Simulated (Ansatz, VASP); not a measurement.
## SiGe in two plane-wave programs

Aim: how closely do two programs agree when they are given the same cell, functional and k mesh? The cell is generated by rule, not measured, and may not be a known phase. The cell is taken from a series of runs on this material, whose earlier steps may have relaxed, scaled, displaced or heated it; both programs get it as it stands.

Program: Ansatz 0.2.0. Level of theory: plane waves, with VASP 6.6.1 beside it; single point at PBEsol. Results are calculated unless marked as measured.

The structure was built from a prototype and need not be the compound's stable phase.

## (1) Starting point

Symmetry: P6_3/mmc, No. 194, hexagonal system. Conventional cell: a = 3.292 Å, b = 3.292 Å, c = 5.268 Å, α = 90.00°, β = 90.00°, γ = 120.00°. Nearest to Si lie 6 Ge at 2.31 Å. Nearest to Ge lie 6 Si at 2.31 Å. Farther neighbours are not listed.

## (2) VASP: single point, PBEsol

With cell and atoms fixed, the geometry can't cause a difference; cores, projectors, grids and the points listed under the comparison can.

Lines of VASP's logs that name or quote its potential files are left out, and so is its time.

Input file INCAR:

```
SYSTEM = SiGe
PREC = Accurate
ENCUT = 500
EDIFF = 1E-06
NELM = 120
ISMEAR = 0
SIGMA = 0.1
LREAL = .FALSE.
ALGO = Normal
GGA = PS
NBANDS = 24
LORBIT = 11
LWAVE = .FALSE.
LCHARG = .FALSE.
ISIF = 2
LASPH = .TRUE.
GGA_COMPAT = .FALSE.
```

Input file POSCAR:

```
SiGe
1.0
    3.2922900000      0.0000000000      0.0000000000
   -1.6461400000      2.8512100000      0.0000000000
    0.0000000000      0.0000000000      5.2676600000
Si Ge
2 2
Direct
    0.0000000000      0.0000000000      0.0000000000
    0.0000000000      0.0000000000      0.5000000000
    0.3333333333      0.6666666667      0.2500000000
    0.6666666667      0.3333333333      0.7500000000
```

Input file KPOINTS:

```
Automatic mesh
0
Gamma
6 6 4
0 0 0
```

PAW data sets: Si and Ge_d (PBE family, release 64).

Started as:

```
> mpirun -np 1 vasp_std
```

Numbers of over 12 decimals in the logs are rounded to 6 here.

Log:

```text
[banner, memory and clock lines left out]
running    1 mpi-ranks, on    1 nodes
 distrk:  each k-point on    1 cores,    1 groups
 distr:  one band on    1 cores,    1 groups

 POSCAR found type information on POSCAR SiGe
 POSCAR found :  2 types and       4 ions
|                                                                             |
|               ----> ADVICE to this user running VASP <----                  |
|                                                                             |
|     You enforced a specific xc type in the INCAR file but a different       |
|     [... a line on the potential file left out ...]
|     I HOPE YOU KNOW WHAT YOU ARE DOING!                                     |
|                                                                             |

 LDA part: xc-table for (Slater+PW92), standard interpolation
 POSCAR, INCAR and KPOINTS ok, starting setup
 FFT: planning ... GRIDC
 FFT: planning ... GRID_SOFT
 FFT: planning ... GRID
 WAVECAR not read
 entering main loop
       N       E                     dE             d eps       ncg     rms          rms(c)
DAV:   1     0.252436337159E+03    0.25244E+03   -0.17203E+04  1224   0.377E+03
DAV:   2     0.183345334613E+02   -0.23410E+03   -0.22644E+03  1008   0.693E+02
DAV:   3    -0.165888517457E+02   -0.34923E+02   -0.34531E+02  1256   0.152E+02
DAV:   4    -0.175404192836E+02   -0.95157E+00   -0.94862E+00  1168   0.282E+01
DAV:   5    -0.175602957915E+02   -0.19877E-01   -0.19876E-01  1224   0.434E+00    0.820E+00
DAV:   6    -0.173110503423E+02    0.24925E+00   -0.12114E-01  1432   0.514E+00    0.468E+00
DAV:   7    -0.171980916454E+02    0.11296E+00   -0.95968E-02  1384   0.307E+00    0.330E-01
DAV:   8    -0.171964780458E+02    0.16136E-02   -0.11280E-02  1408   0.156E+00    0.149E-01
DAV:   9    -0.171964324023E+02    0.45644E-04   -0.36875E-04  1376   0.283E-01    0.631E-02
DAV:  10    -0.171964303044E+02    0.20979E-05   -0.27493E-05  1480   0.470E-02    0.166E-02
DAV:  11    -0.171964293658E+02    0.93863E-06   -0.10139E-05  1184   0.671E-02    0.453E-03
DAV:  12    -0.171964291046E+02    0.26118E-06   -0.44035E-07   760   0.133E-02
   1 F= -.17196429E+02 E0= -.17190648E+02  d E =-.115618E-01
```

From OUTCAR (step 2):

```text
ion  position               nearest neighbor table
   1  0.000  0.000  0.000-   3 2.31   4 2.31   4 2.31   3 2.31   4 2.31   3 2.31   2 2.63   2 2.63

  LATTYP: Found a hexagonal cell.
 ALAT       =     3.2922900000
 C/A-ratio  =     1.5999987850

 Subroutine GETGRP returns: Found 24 space group operations
 (whereof 12 operations were pure point group operations)

The static configuration has the point symmetry D_3d.
 The point group associated with its full space group is D_6h.

 Found     21 irreducible k-points:

   k-points           NKPTS =     21   k-points in BZ     NKDIM =     21   number of bands    NBANDS=     24

   dimension x,y,z NGX =    24 NGY =   24 NGZ =   40
   dimension x,y,z NGXF=    48 NGYF=   48 NGZF=   80

   ENCUT  =  500.0 eV  36.75 Ry    6.06 a.u.   6.00  6.00  9.60*2*pi/ulx,y,z

   NELECT =      36.0000    total number of electrons

 k-points in reciprocal lattice and weights: Automatic mesh
   0.00000000  0.00000000  0.00000000       0.007
   0.16666667  0.00000000  0.00000000       0.042
   0.33333333  0.00000000  0.00000000       0.042
   0.50000000  0.00000000  0.00000000       0.021
   0.16666667  0.16666667  0.00000000       0.042
   0.33333333  0.16666667  0.00000000       0.083
   0.33333333  0.33333333  0.00000000       0.014
   0.00000000  0.00000000  0.25000000       0.014
   0.16666667  0.00000000  0.25000000       0.083
[...]
0.33333333  0.16666667  0.50000000       0.083
   0.33333333  0.33333333  0.50000000       0.014

 average (electrostatic) potential at core
       1 -77.6100       2 -77.6100       3 -67.1174       4 -67.1174

 E-fermi :  12.2482

 k-point     1 :       0.0000    0.0000    0.0000
  band No.  band energies     occupation
    ...
     11      -4.8150      2.00000
     12       0.0948      2.00000
     13       0.9407      2.00000
     14      11.2503      2.00000
     15      11.2503      2.00000
     16      12.3834      0.05592
     17      12.3834      0.05589
     18      13.8121      0.00000
     19      14.4801      0.00000
     20      15.8367      0.00000
    ...

 k-point     2 :       0.1667    0.0000    0.0000
  band No.  band energies     occupation
    ...
     12       0.5364      2.00000
     13       1.4706      2.00000
     14       7.5975      2.00000
     15       9.5811      2.00000
     16      10.7488      2.00000
     17      12.7078      0.00000
     18      13.4689      0.00000
     19      14.3574      0.00000
     20      14.5277      0.00000
     21      14.9195      0.00000
    ...

 k-point     3 :       0.3333    0.0000    0.0000
  band No.  band energies     occupation
    ...
     13       3.0288      2.00000
     14       3.6607      2.00000
     15       7.5460      2.00000
     16       8.1746      2.00000
     17       8.8837      2.00000
     18      12.3880      0.04812
     19      12.8431      0.00000
     20      13.8766      0.00000
     21      14.3855      0.00000
     22      16.7675      0.00000
    ...

  Total       19.8715820     19.8716269     20.1358061      0.0000348      0.0000000      0.0000000
  in kB      643.8697196    643.8711754    652.4309850      0.0011291      0.0000000      0.0000000
  external PRESSURE =     646.7239600 kB  Pullay stress =       0.0000000 kB

  energy-cutoff  :      500.00
  volume of cell :       49.45
      direct lattice vectors                 reciprocal lattice vectors
     3.292290000  0.000000000  0.000000000     0.303739950  0.175363611  0.000000000
    -1.646140000  2.851210000  0.000000000     0.000000000  0.350728287  0.000000000
     0.000000000  0.000000000  5.267660000     0.000000000  0.000000000  0.189837613

 POSITION                                       TOTAL-FORCE (eV/Angst)
 -----------------------------------------------------------------------------------
      0.00000      0.00000      0.00000         0.000000      0.000000      0.000000
      0.00000      0.00000      2.63383         0.000000      0.000000      0.000000
      0.00000      1.90081      1.31692         0.000000     -0.000000     -0.000000
      1.64615      0.95040      3.95075        -0.000000      0.000000     -0.000000
 -----------------------------------------------------------------------------------
    total drift:                               -0.000000      0.000000     -0.000000

  FREE ENERGIE OF THE ION-ELECTRON SYSTEM (eV)
  ---------------------------------------------------
  free  energy   TOTEN  =       -17.1964291046 eV

  energy  without entropy=      -17.1848673045  energy(sigma->0) =      -17.19064820

 total charge
# of ion       s       p       d       tot
------------------------------------------
    1        0.799   0.972   0.000   1.771
    2        0.799   0.972   0.000   1.771
    3        1.176   1.574  10.155  12.905
    4        1.176   1.574  10.155  12.905
--------------------------------------------------
tot          3.950   5.092  20.310  29.353

[... 3 further parts left out ...]
```

The run ends at a pressure of 64.67 GPa.

## (3) Ansatz: single point, PBEsol

Ansatz runs on its default PAW (the set named soft_2) files.

The same cell, functional, mesh and smearing now go to Ansatz, which takes its cutoff from its data sets.

Input file input.yaml:

```yaml
crystal:
  lattice:
    - [3.29229, 0.0, 0.0]
    - [-1.64614, 2.85121, 0.0]
    - [0.0, 0.0, 5.26766]
  atoms:
    - { symbol: Si, position: [0.0, 0.0, 0.0] }
    - { symbol: Si, position: [0.0, 0.0, 0.5] }
    - { symbol: Ge, position: [0.333333, 0.666667, 0.25] }
    - { symbol: Ge, position: [0.666667, 0.333333, 0.75] }
kpoints:
  mp_grid: { grid: [6, 6, 4] }
hamiltonian:
  xc: pbesol
scf:
  occupations: { method: gaussian, width: 0.1 }
output:
  forces: true
  stress: true
  eigenvalues: true
```

Started as:

```
> ansatz run input.yaml --threads 4 --pin off --max-ram 7168MiB --backend cpu --events-out ev --progress --plain --runs-dir out
```

Log:

```text
Warning: the atoms were moved onto the symmetric positions of the space group found under crystal.symmetry.tolerance 1.0e-5 (fractional; no operation is sought that the atoms, as they stand in a round, miss by more than twice it, and no atom is moved by as much as it), and the run uses the moved positions. Before a round's move an operation carried an atom to 3.29e-6 Å from where it should land, the largest such dist [...]
Engine: ansatz 0.2.0, aarch64-unknown-linux-gnu
Pseudopotentials: kind: paw
Pseudopotential: Si, paw, valence charge 4, recommended cutoff 420 eV (normal), Si.paw.azcp
Pseudopotential: Ge, paw, valence charge 14, recommended cutoff 420 eV (normal), Ge.paw.azcp
Functional definition: PBEsol
  exchange = pbesol_x
  correlation = pbesol_c
Crystal: 4 atoms, lattice volume = 49.448 Å³
Basis set: ecut = 420 eV, 977 PW (Γ), exchange–correlation on 48×48×72 points (8 copies of the dense FFT grid, shifted against one another)
Bands: 22, of which v1, the nominal top of the filled ones, is band 18 counted from 1 (17 counted from 0)
Symmetry: 24 space group operations
Space group: P63/mmc (ITA 194), of the structure as read, at distance tolerance 3.7e-5 Å
k-points: 21 of 144
Non-local potential: Si, projectors of the file, l = 0: 2, l = 1: 2, l = 2: 2
Non-local potential: Ge, projectors of the file, l = 0: 2, l = 1: 2, l = 2: 3, l = 3: 1
PAW form: soft (Blöchl's): semilocal exchange-correlation on the pseudo side does not see the compensation charge
PAW frozen core: Si, regenerated for the run's functional, and the local potential with it (the file was generated under x = pbe(κ = 0.804, μ = 0.219515), c = pbe(β = 0.066725))
PAW frozen core: Ge, regenerated for the run's functional, and the local potential with it (the file was generated under x = pbe(κ = 0.804, μ = 0.219515), c = pbe(β = 0.066725))
PAW one-centre angular grid: Si, 110 points (default); XC on 64 Gauss nodes
PAW one-centre angular grid: Ge, 590 points (default); XC on 64 Gauss nodes
Initial density: superposition of atomic densities (neutral atoms: chi_scale 0, normalization atom), corrected by the library's trained network
Initial wavefunctions: pseudopotential atomic-orbital guess
Functional: x = pbesol(κ = 0.804, μ = 0.123457), c = pbesol(β = 0.046)
SCF iter   1: F=—  HF=-9745.830024 eV  |F-HF|=—  |Δ(HF+E_count)|=         —  Δρ=2.79e-3  dr2=2.71e-3  ethr=1.77e-3  ⟨swp⟩=5.7  Hψ=2129  notcnv=0
preconditioner: auto → Kerker (q_TF=auto, 2.588 Å⁻¹)  [metal: Δε(μ)=0.061 eV  Ē_g=19.819 eV  σ=0.100 eV  W_gap=0.33  n_scr=22 (ndim 8)  ℏωp=31.7 eV  f_vac=0.000  D(μ)=2.31/eV (n_scr^D=22)]
SCF iter   2: F=—  HF=-9745.826484 eV  |F-HF|=—  |Δ(HF+E_count)|=   3.54e-3  Δρ=1.45e-3  dr2=8.55e-4  ethr=7.54e-6  ⟨swp⟩=2.3  Hψ=922  notcnv=0
SCF iter   3: F=—  HF=-9745.826473 eV  |F-HF|=—  |Δ(HF+E_count)|=   1.13e-5  Δρ=1.01e-3  dr2=3.24e-4  ethr=2.37e-6  ⟨swp⟩=2.0  Hψ=835  notcnv=0
SCF iter   4: F=—  HF=-9745.826093 eV  |F-HF|=—  |Δ(HF+E_count)|=   3.80e-4  Δρ=3.68e-4  dr2=5.95e-5  ethr=9.00e-7  ⟨swp⟩=2.4  Hψ=802  notcnv=0
SCF iter   5: F=—  HF=-9745.826091 eV  |F-HF|=—  |Δ(HF+E_count)|=   2.82e-6  Δρ=8.46e-5  dr2=1.68e-6  ethr=1.65e-7  ⟨swp⟩=2.0  Hψ=835  notcnv=0
SCF iter   6: F=—  HF=-9745.826090 eV  |F-HF|=—  |Δ(HF+E_count)|=   5.69e-7  Δρ=3.00e-5  dr2=2.09e-7  ethr=4.66e-9  ⟨swp⟩=2.3  Hψ=802  notcnv=0
SCF iter   7: F=-9745.826090 eV  HF=-9745.826090 eV  |F-HF|=3.47e-8  |Δ(HF+E_count)|=   1.34e-7  Δρ=8.57e-6  dr2=1.68e-8  ethr=2.78e-10  ⟨swp⟩=4.5  Hψ=1642  notcnv=0
SCF 1 converged in 7 iterations: F = -9745.826090 eV  dr2 = 1.68e-8
  greatest PAW one-centre occupation: 0.998 electrons in one spin orbital (limit 2), on the Ge atom at site 3 (counted from 0), in its partial waves of l = 2
SCF converged after 7 iterations
Free energy (F): -9745.826090 eV
Harris-Foulkes:  -9745.826090 eV  (|F-HF|=3.47e-8)
Internal energy: -9745.814343 eV  (E = F + TS)
E sigma→0 (E₀):  -9745.820217 eV
Entropy (-TS):   -0.011747 eV (-2.937 meV/atom)
Fermi energy:    15.826942 eV
--- Per-component energies (eV) ---
  E_band       = -43.678407
  E_kinetic    = 334.839969
  E_local      = -4289.363533  (includes V_loc(G=0)·N_el)
  E_nonlocal   = 898.476781
  E_hartree    = 1943.104717
  E_xc         = -274.548850
  E_vxc        = -242.785483  (∫ρ·V_xc dr)
  E_paw        = -4956.088694  (= ΣΔE_a)
  E_vpaw       = -631.067132  (= ΣTr[D̂ρ^β])
  E_aug_tail   = 0.000951  (compensation charges beyond the density's cutoff)
  E_ewald      = -3404.134678
  E_core_change = 1.898994  (= ΣΔE_core)
  E_smearing   = -0.011747  (= −TS)
  E_closure    = -0.000000  (closes the sum)
  Σ components = -9745.826090   (vs F -9745.826090, Δ=0.00e0)
--- Forces (eV/Å), atoms counted from 1 ---
  atom   1  Si     0.00000000    -0.00000000     0.00000000
  atom   2  Si     0.00000000     0.00000000     0.00000000
  atom   3  Ge     0.00000000     0.00000000     0.00000000
  atom   4  Ge     0.00000000    -0.00000000    -0.00000000
  max |Σ_I F_I| component: 7.40e-17 eV/Å
--- Stress (GPa, compression-positive) ---
       64.269787      -0.000000      -0.000000
       -0.000000      64.269787      -0.000000
       -0.000000      -0.000000      65.222395
  P = ⅓ Tr σ = 64.5873 GPa (645.873 kbar)
--- Band table (eV; the first three rows and the last of 21) ---
  k-point 0: bands = [... 14 lower, 14.8269, 15.9691, 15.9691, 17.3915, 18.0557, 19.4090, 19.4090, 20.2405]
  k-point 1: bands = [... 14 lower, 15.0379, 15.0379, 15.9466, 15.9466, 18.6406, 18.7937, 18.7937, 20.0430]
  k-point 2: bands = [... 14 lower, 15.5638, 15.5638, 15.5638, 15.5638, 18.9932, 18.9932, 18.9932, 18.9932]
  k-point 20: bands = [... 14 lower, 7.7423, 7.7423, 15.8593, 15.8593, 16.0346, 16.0346, 18.5772, 18.5772]
```

The column dr2 measures how far the density is from self-consistency, as an energy; F and HF (Harris–Foulkes) agree once it is small.

The run ends at a pressure of 64.59 GPa.

## (4) Differences

Known differences besides the potentials themselves: the cutoff is 420 eV in Ansatz and 500 eV in VASP; Ansatz makes its cores anew for this functional, VASP keeps those of its PBE data sets. Total energies have different zeros and are not compared.

Both answers:

```
      quantity  Ansatz   VASP  difference
pressure (GPa)   64.59  64.67       -0.09
```

## (5) Summary of results

- difference in pressure (single point, PBEsol): -0.085 GPa

What this shows: The difference in pressure is -0.085 GPa (single point, PBEsol), within the 1 GPa picked in this series as the mark of a large difference. How closely two codes agree says nothing of how well the functional describes the real material.

[Lines on the potential files, build, host, timing and source positions are cut from VASP's logs without a mark.]

[Logs are printed without paths, hosts, clocks, repeated set-up lines and the standing remarks that a program may print on its own settings, such as how far it seeks lower states.]

[Hosts, paths, dates, database ids (printed as entryN), source tags and the programs' standing remarks are cut or masked in the printed files.]
